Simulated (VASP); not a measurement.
# TaAs: input slips in a phonon run and what they do

Some phonon runs on TaAs get a fault in the input on purpose. Which of them show, and how? The starting structure is a computed structure from the Materials Project.

Method: Kohn-Sham DFT with plane waves and PAW; LDA, in VASP 6.6.1.

## 1. Set-up

The structure is tetragonal, space group I4_1md (No. 109). The conventional cell has a = 3.444 Å, b = 3.444 Å, c = 11.736 Å, α = 90.00°, β = 90.00°, γ = 90.00°. Nearest to Ta lie 6 As at 2.61 to 2.62 Å. Nearest to As lie 6 Ta at 2.61 to 2.62 Å. Farther neighbours are not listed.

As a file:

```xyz
4
Lattice="0.0000 -3.4436 0.0000 -3.4436 0.0000 0.0000 1.7218 -1.7218 -5.8679" Properties=species:S:1:pos:R:3 pbc="T T T"
Ta   -1.7218   -1.7218   -0.0004
Ta    0.0000   -1.7218   -2.9344
As   -1.7218   -1.7218   -4.8982
As   -1.7218   -3.4436   -1.9642
```

## 2. Reference modes

The cell comes from a relaxation at this level, not shown (67.12 Å³).

File INCAR:

```
SYSTEM = TaAs
PREC = Accurate
ENCUT = 450
EDIFF = 1E-08
NELM = 100
ISMEAR = 0
SIGMA = 0.05
LREAL = .FALSE.
ALGO = Normal
GGA = CA
NBANDS = 22
LASPH = .TRUE.
LORBIT = 11
LWAVE = .FALSE.
LCHARG = .FALSE.
KPAR = 8
IBRION = 8
ISIF = 2
```

File POSCAR:

```
TaAs
1.0
    0.0000000000     -3.4107368266      0.0000000000
   -3.4107368266      0.0000000000      0.0000000000
    1.7053684133     -1.7053684133     -5.7694265368
Ta As
2 2
Direct
    0.5003035622      0.4996964378      0.9993928757
    0.2503035622      0.2496964378      0.4993928757
    0.0822958578      0.9177041422      0.8354082843
    0.8322958578      0.6677041422      0.3354082843
```

File KPOINTS:

```
Automatic mesh
0
Gamma
10 10 10
0 0 0
```

PAW data sets: Ta_pv and As (LDA family, release 64).

Started as:

```console
$ mpirun -np 8 vasp_std
```

Output:

```text
[banner, memory and clock lines left out]
running    8 mpi-ranks, on    1 nodes
 distrk:  each k-point on    1 cores,    8 groups
 distr:  one band on    1 cores,    1 groups

 POSCAR found type information on POSCAR TaAs
 POSCAR found :  2 types and       4 ions
|                                                                             |
|           W    W    AA    RRRRR   N    N  II  N    N   GGGG   !!!           |
|           W    W   A  A   R    R  NN   N  II  NN   N  G    G  !!!           |
|           W    W  A    A  R    R  N N  N  II  N N  N  G       !!!           |
|           W WW W  AAAAAA  RRRRR   N  N N  II  N  N N  G  GGG   !            |
|           WW  WW  A    A  R   R   N   NN  II  N   NN  G    G                |
|           W    W  A    A  R    R  N    N  II  N    N   GGGG   !!!           |
|                                                                             |
|     For optimal performance we recommend to set                             |
|       NCORE = 2 up to number-of-cores-per-socket                            |
|     NCORE specifies how many cores store one orbital (NPAR=cpu/NCORE).      |
|     This setting can greatly improve the performance of VASP for DFT.       |
|     The default, NCORE=1 might be grossly inefficient on modern             |
|     multi-core architectures or massively parallel machines. Do your        |
|     Unfortunately you need to use the default for GW and RPA                |
|     calculations (for HF NCORE is supported but not extensively tested      |
|     yet).                                                                   |
|                                                                             |

 LDA part: xc-table for (Slater(with rela. corr.)+CA(PZ))
 , standard interpolation
 POSCAR, INCAR and KPOINTS ok, starting setup
 FFT: planning ... GRIDC
 FFT: planning ... GRID_SOFT
 FFT: planning ... GRID
 WAVECAR not read
 entering main loop
       N       E                     dE             d eps       ncg     rms          rms(c)
DAV:   1     0.220462114393E+03    0.22046E+03   -0.15470E+04  4496   0.126E+03
DAV:   2    -0.312073413040E+02   -0.25167E+03   -0.24180E+03  5262   0.349E+02
DAV:   3    -0.405738447613E+02   -0.93665E+01   -0.91251E+01  5732   0.610E+01
DAV:   4    -0.407282706922E+02   -0.15443E+00   -0.15370E+00  5534   0.748E+00
DAV:   5    -0.407314488897E+02   -0.31782E-02   -0.31753E-02  5704   0.859E-01    0.225E+01
DAV:   6    -0.390872814280E+02    0.16442E+01   -0.48567E+00  5440   0.134E+01    0.965E+00
DAV:   7    -0.389699883782E+02    0.11729E+00   -0.44034E-01  6262   0.415E+00    0.262E+00
DAV:   8    -0.389497367847E+02    0.20252E-01   -0.40861E-02  5612   0.995E-01    0.270E-01
DAV:   9    -0.389493594093E+02    0.37738E-03   -0.33734E-03  5734   0.304E-01    0.114E-01
DAV:  10    -0.389492784730E+02    0.80936E-04   -0.39331E-04  5452   0.157E-01    0.210E-02
DAV:  11    -0.389492777758E+02    0.69723E-06   -0.26527E-05  6022   0.276E-02    0.133E-02
DAV:  12    -0.389492760625E+02    0.17133E-05   -0.82595E-06  5494   0.202E-02    0.109E-03
DAV:  13    -0.389492760615E+02    0.97862E-09   -0.33412E-07  5662   0.377E-03    0.819E-04
DAV:  14    -0.389492760585E+02    0.30045E-08   -0.23139E-08  4638   0.110E-03
   1 F= -.38949276E+02 E0= -.38948914E+02  d E =-.724526E-03
 Linear response reoptimize wavefunctions to high precision
DAV:   1    -0.389492760582E+02    0.34015E-09   -0.25839E-09  3804   0.422E-04
DAV:   2    -0.389492760582E+02   -0.59117E-11   -0.26946E-10  3156   0.127E-04
 Linear response DOF=           6
 Linear response progress:
  Degree of freedom:   1/  6
       N       E                     dE             d eps       ncg     rms          rms(c)
RMM:   1    -0.142673639728E+00   -0.14267E+00    0.13046E+01 12611   0.241E+01
RMM:   2    -0.174961254742E+00   -0.32288E-01   -0.42190E-02 18938   0.146E+00    0.120E-01
RMM:   3    -0.174727244639E+00    0.23401E-03   -0.42378E-03 23383   0.271E-01    0.651E-02
RMM:   4    -0.174340120000E+00    0.38712E-03   -0.45884E-04 25568   0.104E-01    0.236E-02
RMM:   5    -0.174213001758E+00    0.12712E-03   -0.50570E-05 26002   0.268E-02    0.771E-03
RMM:   6    -0.174172631376E+00    0.40370E-04   -0.18818E-05 25518   0.103E-02    0.969E-04
RMM:   7    -0.174171034180E+00    0.15972E-05   -0.12785E-05 27596   0.409E-03    0.514E-04
RMM:   8    -0.174172560182E+00   -0.15260E-05   -0.72040E-06 26513   0.183E-03    0.280E-04
RMM:   9    -0.174173933585E+00   -0.13734E-05   -0.45951E-06 25618   0.105E-03    0.771E-05
RMM:  10    -0.174174063337E+00   -0.12975E-06   -0.25373E-06 25360   0.635E-04    0.394E-05
RMM:  11    -0.174174476175E+00   -0.41284E-06   -0.15904E-06 24618   0.429E-04    0.228E-05
RMM:  12    -0.174174308170E+00    0.16800E-06   -0.94162E-07 24483   0.271E-04    0.888E-06
RMM:  13    -0.174174319290E+00   -0.11119E-07   -0.59761E-07 28253   0.176E-04    0.109E-05
RMM:  14    -0.174174244759E+00    0.74531E-07   -0.37012E-07 24402   0.137E-04    0.217E-05
RMM:  15    -0.174174443600E+00   -0.19884E-06   -0.23400E-07 22786   0.126E-04    0.331E-06
RMM:  16    -0.174174450346E+00   -0.67466E-08   -0.14555E-07 27807   0.796E-05    0.324E-06
RMM:  17    -0.174174444393E+00    0.59534E-08   -0.89255E-08 25338   0.607E-05    0.454E-06
 first order change of Fermi-energy  -0.29496E-04
[...]
first order change of Fermi-energy  -0.45340E-04
 force on displaced ion       1 direction 2 :  -0.000 -17.074   0.001
 Linear response progress:
  Degree of freedom:   3/  6
       N       E                     dE             d eps       ncg     rms          rms(c)
RMM:   1    -0.167284630640E+00   -0.16728E+00    0.13593E+01  7638   0.247E+01
RMM:   2    -0.201511170674E+00   -0.34227E-01   -0.46550E-02 11539   0.153E+00    0.121E-01
RMM:   3    -0.201295746111E+00    0.21542E-03   -0.62754E-03 14086   0.299E-01    0.716E-02
RMM:   4    -0.201072502673E+00    0.22324E-03   -0.55381E-04 15043   0.109E-01    0.450E-02
RMM:   5    -0.200846115435E+00    0.22639E-03   -0.18274E-04 14525   0.586E-02    0.190E-02
RMM:   6    -0.200774960115E+00    0.71155E-04   -0.26072E-05 15033   0.203E-02    0.955E-03
RMM:   7    -0.200712495909E+00    0.62464E-04   -0.46410E-06 15676   0.127E-02    0.217E-03
RMM:   8    -0.200708977983E+00    0.35179E-05   -0.38913E-06 14232   0.559E-03    0.582E-04
RMM:   9    -0.200708172602E+00    0.80538E-06    0.12189E-06 15722   0.213E-03    0.308E-04
RMM:  10    -0.200708130571E+00    0.42031E-07    0.10987E-06 15415   0.107E-03    0.113E-04
RMM:  11    -0.200708573056E+00   -0.44249E-06    0.64236E-07 16434   0.521E-04    0.377E-05
RMM:  12    -0.200708729350E+00   -0.15629E-06    0.16840E-07 15346   0.314E-04    0.183E-05
RMM:  13    -0.200708859625E+00   -0.13028E-06    0.29734E-07 16069   0.193E-04    0.557E-06
RMM:  14    -0.200708880765E+00   -0.21140E-07    0.98838E-08 16427   0.126E-04    0.349E-06
RMM:  15    -0.200708898966E+00   -0.18201E-07    0.86209E-08 15714   0.899E-05    0.267E-06
RMM:  16    -0.200708908162E+00   -0.91962E-08    0.61797E-08 16203   0.684E-05    0.294E-06
 first order change of Fermi-energy   0.83377E-01
 force on displaced ion       1 direction 3 :  -0.000   0.000 -16.107
 Linear response progress:
  Degree of freedom:   4/  6
       N       E                     dE             d eps       ncg     rms          rms(c)
RMM:   1    -0.450589744788E-01   -0.45059E-01    0.66424E-02 27198   0.122E+00
RMM:   2    -0.448629317280E-01    0.19604E-03   -0.29756E-03 21136   0.245E-01    0.133E-01
RMM:   3    -0.449141790818E-01   -0.51247E-04   -0.58393E-04 21115   0.109E-01    0.716E-02
RMM:   4    -0.452314053886E-01   -0.31723E-03   -0.27955E-04 22183   0.752E-02    0.187E-02
RMM:   5    -0.452305050471E-01    0.90034E-06   -0.21497E-05 22441   0.239E-02    0.474E-03
RMM:   6    -0.452437824288E-01   -0.13277E-04   -0.21841E-06 22199   0.793E-03    0.295E-03
RMM:   7    -0.452376016979E-01    0.61807E-05    0.53814E-07 22894   0.260E-03    0.943E-04
RMM:   8    -0.452375471784E-01    0.54519E-07    0.18685E-07 23305   0.846E-04    0.616E-04
RMM:   9    -0.452370841579E-01    0.46302E-06    0.23375E-07 23589   0.364E-04    0.114E-04
RMM:  10    -0.452368068511E-01    0.27731E-06    0.12014E-07 23705   0.119E-04    0.706E-05
RMM:  11    -0.452367854867E-01    0.21364E-07   -0.28617E-09 23851   0.444E-05    0.402E-05
RMM:  12    -0.452367917042E-01   -0.62175E-08    0.21241E-09 24541   0.225E-05    0.127E-05
 first order change of Fermi-energy   0.22903E-04
 force on displaced ion       3 direction 1 : -14.854  -0.000  -0.000
 Linear response progress:
  Degree of freedom:   5/  6
       N       E                     dE             d eps       ncg     rms          rms(c)
RMM:   1    -0.439295274651E-01   -0.43930E-01    0.55284E-02 27662   0.112E+00
RMM:   2    -0.431701391222E-01    0.75939E-03   -0.24997E-03 21347   0.217E-01    0.898E-02
RMM:   3    -0.432561237909E-01   -0.85985E-04   -0.28184E-04 21232   0.749E-02    0.506E-02
RMM:   4    -0.434479642422E-01   -0.19184E-03   -0.11561E-04 21859   0.494E-02    0.118E-02
RMM:   5    -0.434525142410E-01   -0.45500E-05   -0.12876E-05 22162   0.164E-02    0.288E-03
RMM:   6    -0.434561297500E-01   -0.36155E-05   -0.14417E-06 22593   0.497E-03    0.177E-03
RMM:   7    -0.434530451728E-01    0.30846E-05   -0.10843E-07 23369   0.177E-03    0.328E-04
RMM:   8    -0.434539896010E-01   -0.94443E-06    0.26914E-08 23163   0.576E-04    0.286E-04
RMM:   9    -0.434541185832E-01   -0.12898E-06    0.63203E-08 23373   0.224E-04    0.188E-04
RMM:  10    -0.434540633290E-01    0.55254E-07    0.17407E-08 22950   0.111E-04    0.366E-05
RMM:  11    -0.434539152098E-01    0.14812E-06   -0.72785E-09 24454   0.535E-05    0.310E-05
RMM:  12    -0.434539333630E-01   -0.18153E-07   -0.79514E-09 24546   0.218E-05    0.729E-06
RMM:  13    -0.434539436302E-01   -0.10267E-07   -0.42906E-09 22404   0.138E-05    0.580E-06
RMM:  14    -0.434539467484E-01   -0.31182E-08   -0.31658E-09 19662   0.120E-05    0.419E-07
 first order change of Fermi-energy   0.94315E-06
 force on displaced ion       3 direction 2 :  -0.000 -10.963   0.000
 Linear response progress:
  Degree of freedom:   6/  6
       N       E                     dE             d eps       ncg     rms          rms(c)
RMM:   1    -0.570949893998E-01   -0.57095E-01    0.96293E-02 18341   0.121E+00
RMM:   2    -0.568327817336E-01    0.26221E-03   -0.32115E-03 12737   0.277E-01    0.197E-01
RMM:   3    -0.567857253278E-01    0.47056E-04   -0.10378E-03 13319   0.159E-01    0.155E-01
RMM:   4    -0.567264482709E-01    0.59277E-04   -0.26337E-04 12657   0.721E-02    0.959E-02
RMM:   5    -0.568208937607E-01   -0.94445E-04   -0.46296E-05 13527   0.335E-02    0.505E-03
RMM:   6    -0.568131325176E-01    0.77612E-05   -0.33529E-06 13055   0.925E-03    0.256E-03
RMM:   7    -0.568093582319E-01    0.37743E-05   -0.29664E-07 14368   0.368E-03    0.892E-04
RMM:   8    -0.568095983720E-01   -0.24014E-06   -0.22558E-09 14042   0.106E-03    0.354E-04
RMM:   9    -0.568095073044E-01    0.91068E-07    0.18151E-07 13757   0.414E-04    0.686E-05
RMM:  10    -0.568096401375E-01   -0.13283E-06    0.12948E-07 13770   0.140E-04    0.437E-05
RMM:  11    -0.568096543151E-01   -0.14178E-07    0.92893E-08 14253   0.644E-05    0.720E-06
RMM:  12    -0.568096515273E-01    0.27878E-08    0.10878E-07 15269   0.287E-05    0.393E-06
RMM:  13    -0.568096477302E-01    0.37971E-08    0.10812E-07 14391   0.156E-05    0.109E-06
RMM:  14    -0.568096468307E-01    0.89952E-09    0.12600E-07 11913   0.124E-05    0.257E-07
RMM:  15    -0.568096469544E-01   -0.12371E-09    0.11124E-07  8745   0.113E-05    0.122E-07
RMM:  16    -0.568096467935E-01    0.16089E-09    0.12710E-07  7876   0.111E-05    0.193E-08
 first order change of Fermi-energy  -0.84559E-01
 force on displaced ion       3 direction 3 :   0.000  -0.000 -15.674
 Linear response finished
```

The job ended after 2.6 min (8 MPI ranks of Intel Xeon 6975P-C (Granite Rapids), shared host; peak memory 5.8 GiB).

The logs omit lines about the potential files and the build; timing stands in the text.

[end of part 1 of 3]

[Lines on the potential files, build, host, timing and source positions are cut from VASP's logs without a mark.]

[Logs are printed without paths, hosts, clocks, repeated set-up lines and the standing remarks that a program may print on its own settings, such as how far it seeks lower states.]

[Hosts, paths, dates, database ids (printed as entryN), source tags and the programs' standing remarks are cut or masked in the printed files.]
